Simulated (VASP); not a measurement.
A run of VASP 6.6.1 is set up as follows.

Contents of INCAR:

```
  PREC = Accurate
  ENCUT = 600
  EDIFF = 1E-6
  ISMEAR = -1
  SIGMA = 0.05
  LREAL = F
  LASPH = T
  NELM = 60
  ALGO = Normal
  ISIF = 3
  LWAVE = F
  LCHARG = F
  GGA = PE
  IBRION = 2
  NSW = 60
  EDIFFG = -0.02
  KPAR = 4
```

KPOINTS

```
Automatic mesh
0
Gamma
  5 5 4
```

File POSCAR:

```
Ta3AsAu2O13
1.0
    5.8867200000      0.0000000000      0.0000000000
    2.1998600000      5.9141300000      0.0000000000
    1.8510900000      1.7386500000      7.5612400000
Ta As Au O
3 1 2 13
Direct
    0.3960500000      0.0500000000      0.5868300000
    0.9589100000      0.6180600000      0.7634800000
    0.0698400000      0.2735600000      0.1890300000
    0.0707200000      0.8891700000      0.0274300000
    0.2193900000      0.6756700000      0.3814400000
    0.6892500000      0.4592700000      0.5687400000
    0.1668900000      0.5951800000      0.1653400000
    0.8610400000      0.1151400000      0.1167700000
    0.2695000000      0.9637700000      0.8367600000
    0.8752700000      0.8279200000      0.9200000000
    0.7032900000      0.7826100000      0.5468600000
    0.1752800000      0.4081700000      0.5935000000
    0.2779800000      0.9264000000      0.1720300000
    0.6461200000      0.1487800000      0.6159500000
    0.1428100000      0.3953800000      0.9394100000
    0.3004800000      0.1720300000      0.3573200000
    0.1905100000      0.8038600000      0.5934700000
    0.7078700000      0.4714000000      0.8137900000
    0.7787800000      0.4236400000      0.3118500000
```

Potentials or basis: VASP PAW PBE potentials, release 64 (Ta_pv, As, Au, O).

Run with:

```bash
$ cat potpaw_PBE.64/Ta_pv/POTCAR potpaw_PBE.64/As/POTCAR potpaw_PBE.64/Au/POTCAR potpaw_PBE.64/O/POTCAR > POTCAR
$ mpirun -np 4 vasp_std > vasp.out
```

(1) Predict the band gap on the k mesh.

(2) Estimate the relaxed cell.

(3) Estimate the relaxed volume.

Answers

(1) 1.53 eV, indirect (least direct gap 1.56 eV).

(2) a = 5.873 Å, b = 6.310 Å, c = 7.988 Å, α = 73.45°, β = 76.55°, γ = 69.54°.

(3) 13.84 Å³/atom.

Caveat: spin-orbit coupling is left out, which moves the levels of the heavy elements; an odd mesh through Γ misses points on the zone boundary, where band edges often lie.
